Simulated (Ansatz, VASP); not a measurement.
# Cross-check of W2N between VASP and Ansatz, part 2 of 2

One calculation is typed for both programs; each brings its own data sets. How far apart do they land? The cell is taken from a series of runs on this material, whose earlier steps may have relaxed, scaled, displaced or heated it; both programs get it as it stands.

VASP 6.6.1 and Ansatz 0.2.0.

So far. Step 4 (Side by side): The forces differ by 32 meV/Å r.m.s., which is 3.1 % of the r.m.s. force of 1.022 eV/Å (both taken over all components). With vacuum in the cell, a pressure given here is an average over mostly empty space and none of the material.

## 7. VASP: single point, PBEsol, pair 2

Level of this step: PBEsol, no spin polarisation; plane waves and PAW (N, W) (VASP).

The same cell, functional, mesh and smearing now go to VASP, with its own data sets.

Input file INCAR:

```
SYSTEM = W2N
PREC = Accurate
ENCUT = 520
EDIFF = 1E-06
NELM = 120
ISMEAR = 1
SIGMA = 0.15
LREAL = .FALSE.
ALGO = Normal
GGA = PS
NBANDS = 23
LASPH = .TRUE.
LORBIT = 11
LWAVE = .FALSE.
LCHARG = .FALSE.
ISIF = 2
LDIPOL = .TRUE.
IDIPOL = 3
DIPOL = 0.5 0.5 0.35
LVHAR = .TRUE.
GGA_COMPAT = .FALSE.
NELMDL = -8
KPAR = 2
```

Input file POSCAR:

```
W2N
1.0
    2.7572366177      0.0000000000      0.0000000000
    0.0000000000      4.7756739104      0.0000000000
    0.0000000000      0.0000000000     28.6000000000
N W
2 4
Direct
    0.5000000000      0.5083627843      0.3495724658
    1.0000000000      0.9916372157      0.3497282336
    1.0000000000      0.3337953518      0.3990606742
    0.5000000000      0.8328713148      0.4007600895
    0.5000000000      0.1662046482      0.3002400252
    1.0000000000      0.6671286852      0.2985406099
```

Input file KPOINTS:

```
Automatic mesh
0
Gamma
12 8 1
0 0 0
```

Potentials, in the order of the species: N and W (PBE family, release 64).

Run with:

```
mpirun -np 2 vasp_std
```

Numbers of over 12 decimals in the logs are rounded to 6 here.

The program printed:

```text
[banner, memory and clock lines left out]
running    2 mpi-ranks, on    1 nodes
[...]
[... a notice as in an earlier step ...]

 LDA part: xc-table for (Slater+PW92), standard interpolation
 POSCAR, INCAR and KPOINTS ok, starting setup
[...]
entering main loop
       N       E                     dE             d eps       ncg     rms          rms(c)
DAV:   1     0.262589982464E+03    0.26259E+03   -0.11804E+04  1626   0.109E+03
DAV:   2    -0.287539523686E+02   -0.29134E+03   -0.28115E+03  2558   0.241E+02
DAV:   3    -0.716269927887E+02   -0.42873E+02   -0.42027E+02  2002   0.107E+02
DAV:   4    -0.740424920773E+02   -0.24155E+01   -0.23779E+01  2506   0.276E+01
[...]
DAV:  26    -0.672026957390E+02   -0.21688E-05   -0.62399E-08  1414   0.861E-04    0.327E-04
DAV:  27    -0.672026967546E+02   -0.10155E-05   -0.33795E-08  1407   0.611E-04    0.136E-04
DAV:  28    -0.672026973557E+02   -0.60116E-06   -0.21214E-08  1393   0.435E-04
   1 F= -.67202697E+02 E0= -.67202429E+02  d E =-.805446E-03
```

Parts of OUTCAR (step 7):

```text
  Total       -1.0516190     -0.6448464      0.0407835      0.0000000     -0.0443822      0.0000000
  in kB       -4.4739824     -2.7434190      0.1735085      0.0000000     -0.1888184      0.0000000
  external PRESSURE =      -2.3479643 kB  Pullay stress =       0.0000000 kB

 POSITION                                       TOTAL-FORCE (eV/Angst)
 -----------------------------------------------------------------------------------
      1.37862      2.42777      9.99777         0.000000      0.009411     -0.017833
      0.00000      4.73574     10.00223         0.000000     -0.009411      0.017833
      0.00000      1.59410     11.41314         0.000000     -0.007811     -0.090401
      1.37862      3.97752     11.46174         0.000000     -0.007635      0.120547
      1.37862      0.79374      8.58686         0.000000      0.007811      0.090401
      0.00000      3.18599      8.53826         0.000000      0.007635     -0.120547
 -----------------------------------------------------------------------------------
    total drift:                                0.000000     -0.000001     -0.000006

  FREE ENERGIE OF THE ION-ELECTRON SYSTEM (eV)
  ---------------------------------------------------
  free  energy   TOTEN  =       -67.2026973557 eV

  energy  without entropy=      -67.2018919095  energy(sigma->0) =      -67.20242887

[... 3 further parts left out ...]
[key lines of the parts left out:]
E-fermi :  -2.6745
```

The run ends at a pressure of -0.23 GPa, with forces up to 0.12 eV/Å.

## 8. Side by side

What differs besides the data sets and the points named for the pairs above, as far as they apply: the data sets hold 66 valence electrons in Ansatz (on its default PAW (the set named soft_2) files) and 34 in VASP. Total energies have different zeros and are not compared.

Forces (eV/Å; atoms numbered as in POSCAR):

| atom | Ansatz x, y, z | VASP x, y, z |
| --- | --- | --- |
| N1 | 0.000, 0.001, -0.011 | 0.000, 0.009, -0.018 |
| N2 | 0.000, -0.001, 0.011 | 0.000, -0.009, 0.018 |
| W3 | 0.000, -0.008, -0.113 | 0.000, -0.008, -0.090 |
| W4 | 0.000, -0.009, 0.078 | 0.000, -0.008, 0.121 |
| W5 | 0.000, 0.008, 0.113 | 0.000, 0.008, 0.090 |
| W6 | 0.000, 0.009, -0.078 | 0.000, 0.008, -0.121 |

The forces differ by 17 meV/Å r.m.s., which is 32.5 % of the r.m.s. force of 0.051 eV/Å (both taken over all components). With vacuum in the cell, a pressure given here is an average over mostly empty space and none of the material.

## 9. VASP: single point, PBEsol, pair 3

With cell and atoms fixed, the geometry can't cause a difference; cores, projectors, grids and the points listed under the comparison can.

INCAR is that of step 7.

Input file POSCAR:

```
W2N
1.0
    2.7572366177      0.0000000000      0.0000000000
    0.0000000000      4.7756739104      0.0000000000
    0.0000000000      0.0000000000     28.6000000000
N W
2 4
Direct
    0.5000000000      0.5167255687      0.3494945819
    1.0000000000      0.9832744313      0.3498061175
    1.0000000000      0.3342573703      0.3982109666
    0.5000000000      0.8324092963      0.4016097971
    0.5000000000      0.1657426297      0.3010897328
    1.0000000000      0.6675907037      0.2976909023
```

KPOINTS is that of step 7.

Run with:

```
mpirun -np 2 vasp_std
```

The program printed:

```text
[... set-up lines as in an earlier step ...]
 entering main loop
       N       E                     dE             d eps       ncg     rms          rms(c)
DAV:   1     0.262510395871E+03    0.26251E+03   -0.11803E+04  1626   0.109E+03
DAV:   2    -0.288476625702E+02   -0.29136E+03   -0.28118E+03  2565   0.241E+02
DAV:   3    -0.716869107961E+02   -0.42839E+02   -0.42007E+02  2002   0.107E+02
DAV:   4    -0.740569838741E+02   -0.23701E+01   -0.23388E+01  2519   0.275E+01
[...]
DAV:  25    -0.672140213493E+02   -0.69813E-05   -0.25553E-07  1498   0.124E-03    0.439E-04
DAV:  26    -0.672140228849E+02   -0.15357E-05   -0.33669E-08  1435   0.740E-04    0.496E-04
DAV:  27    -0.672140235084E+02   -0.62344E-06   -0.14920E-08  1414   0.461E-04
   1 F= -.67214024E+02 E0= -.67214477E+02  d E =0.135973E-02
```

From OUTCAR (step 9):

```text
  Total       -1.1414391     -0.5700851     -0.3067161      0.0000000     -0.0865776      0.0000000
  in kB       -4.8561108     -2.4253561     -1.3048855      0.0000000     -0.3683337      0.0000000
  external PRESSURE =      -2.8621175 kB  Pullay stress =       0.0000000 kB

 POSITION                                       TOTAL-FORCE (eV/Angst)
 -----------------------------------------------------------------------------------
      1.37862      2.46771      9.99555         0.000000     -0.047691     -0.031499
      0.00000      4.69580     10.00445         0.000000      0.047691      0.031499
      0.00000      1.59630     11.38883         0.000000      0.009887     -0.173498
      1.37862      3.97532     11.48604         0.000000     -0.038518      0.077427
      1.37862      0.79153      8.61117         0.000000     -0.009887      0.173498
      0.00000      3.18820      8.51396         0.000000      0.038518     -0.077427
 -----------------------------------------------------------------------------------
    total drift:                                0.000000      0.000001     -0.000002

  FREE ENERGIE OF THE ION-ELECTRON SYSTEM (eV)
  ---------------------------------------------------
  free  energy   TOTEN  =       -67.2140235084 eV

  energy  without entropy=      -67.2153832425  energy(sigma->0) =      -67.21447675

[... 2 parts as in an earlier step ...]

[... 1 further part left out ...]
[key lines of the parts left out:]
E-fermi :  -2.6986
```

The run ends at a pressure of -0.29 GPa, with forces up to 0.17 eV/Å.

## 10. Ansatz: single point, PBEsol, pair 3

The same cell, functional, mesh and smearing now go to Ansatz, which takes its cutoff from its data sets.

The cell is taken from a series of runs on this material, whose earlier steps may have relaxed, scaled, displaced or heated it; both programs get it as it stands.

Input file input.yaml:

```yaml
crystal:
  lattice:
    - [2.7572366177, 0.0, 0.0]
    - [0.0, 4.7756739104, 0.0]
    - [0.0, 0.0, 28.6]
  atoms:
    - { symbol: "N", position: [0.5, 0.5167255687, 0.3494945819] }
    - { symbol: "N", position: [0.0, -0.0167255687, 0.3498061175] }
    - { symbol: W, position: [0.0, 0.3342573703, 0.3982109666] }
    - { symbol: W, position: [0.5, 0.8324092963, 0.4016097971] }
    - { symbol: W, position: [0.5, 0.1657426297, 0.3010897328] }
    - { symbol: W, position: [1.0, 0.6675907037, 0.2976909023] }
  periodic: [true, true, false]
kpoints:
  mp_grid: { grid: [12, 8, 1] }
hamiltonian:
  xc: pbesol
scf:
  occupations: { method: methfessel_paxton, width: 0.15 }
output:
  forces: true
  stress: true
  eigenvalues: true
```

Run with:

```
ansatz run input.yaml --threads 8 --pin off --max-ram 14336MiB --backend cpu --events-out ev --progress --plain --runs-dir out
```

The program printed:

```text
[...]
Crystal: 6 atoms, lattice volume = 391.661 Å³
Basis set: ecut = 420 eV, 7661 PW (Γ), exchange–correlation on 40×64×400 points (8 copies of the dense FFT grid, shifted against one another)
Bands: 40, of which v1, the nominal top of the filled ones, is band 33 counted from 1 (32 counted from 0)
Symmetry: 4 space group operations
[...]
k-point 0: bands = [... 29 lower, -6.6096, -6.4654, -6.4490, -6.1889, -5.2987, -4.7984, -4.6716, -4.2377, ... 3 higher]
  k-point 1: bands = [... 29 lower, -6.7301, -6.3345, -6.2939, -6.0976, -5.6504, -4.9256, -4.7221, -4.2487, ... 3 higher]
  k-point 2: bands = [... 29 lower, -6.5664, -6.4571, -6.3619, -5.9221, -5.8365, -5.1313, -4.7162, -4.3955, ... 3 higher]
  k-point 34: bands = [... 29 lower, -6.2551, -5.3040, -5.3040, -4.4543, -4.4543, -3.7879, -3.7879, -2.7696, ... 3 higher]
[key lines of the parts left out:]
SCF converged after 8 iterations
Free energy (F): -41777.783995 eV
Fermi energy:    -5.439686 eV
P = ½ c Tr σ = -0.0129 N/m
```

## 11. Comparison

What differs besides the data sets and the points named for the pairs above, as far as they apply: the data sets hold 66 valence electrons in Ansatz (on its default PAW (the set named soft_2) files) and 34 in VASP. Total energies have different zeros and are not compared.

Forces (eV/Å; atoms numbered as in POSCAR):

| atom | Ansatz x, y, z | VASP x, y, z |
| --- | --- | --- |
| N1 | 0.000, -0.057, -0.017 | 0.000, -0.048, -0.031 |
| N2 | 0.000, 0.057, 0.017 | 0.000, 0.048, 0.031 |
| W3 | 0.000, 0.008, -0.188 | 0.000, 0.010, -0.173 |
| W4 | 0.000, -0.040, 0.038 | 0.000, -0.039, 0.077 |
| W5 | 0.000, -0.008, 0.188 | 0.000, -0.010, 0.173 |
| W6 | 0.000, 0.040, -0.038 | 0.000, 0.039, -0.077 |

The forces differ by 15 meV/Å r.m.s., which is 22.7 % of the r.m.s. force of 0.067 eV/Å (both taken over all components). With vacuum in the cell, a pressure given here is an average over mostly empty space and none of the material.

## 12. Results

| Item | Value |
| --- | --- |
| r.m.s. force difference (single point, PBEsol, pair 1) | 3.1 % of the r.m.s. force |
| r.m.s. force difference (single point, PBEsol, pair 2) | 17 meV/Å |
| r.m.s. force difference (single point, PBEsol, pair 3) | 15 meV/Å |

What this shows: The r.m.s. force difference is 17 meV/Å (single point, PBEsol, pair 2), beyond the 12 meV/Å picked in this series as the mark of a large difference. The data sets hold unlike numbers of valence electrons (33 in Ansatz and 17 in VASP and 66 in Ansatz and 34 in VASP), so part of the differences comes from the potentials. Single point, PBEsol, pair 1, VASP with the data sets N and W_sv: r.m.s. force difference goes from 32 to 71 meV/Å. What causes the difference of the single point, PBEsol, pair 2 pair stays open here. What causes the difference of the single point, PBEsol, pair 3 pair stays open here. 3 further runs of this series are not shown here. How closely two codes agree says nothing of how well the functional describes the real material.

[Lines on the potential files, build, host, timing and source positions are cut from VASP's logs without a mark.]

[Logs are printed without paths, hosts, clocks, repeated set-up lines and the standing remarks that a program may print on its own settings, such as how far it seeks lower states.]

[Hosts, paths, dates, database ids (printed as entryN), source tags and the programs' standing remarks are cut or masked in the printed files.]
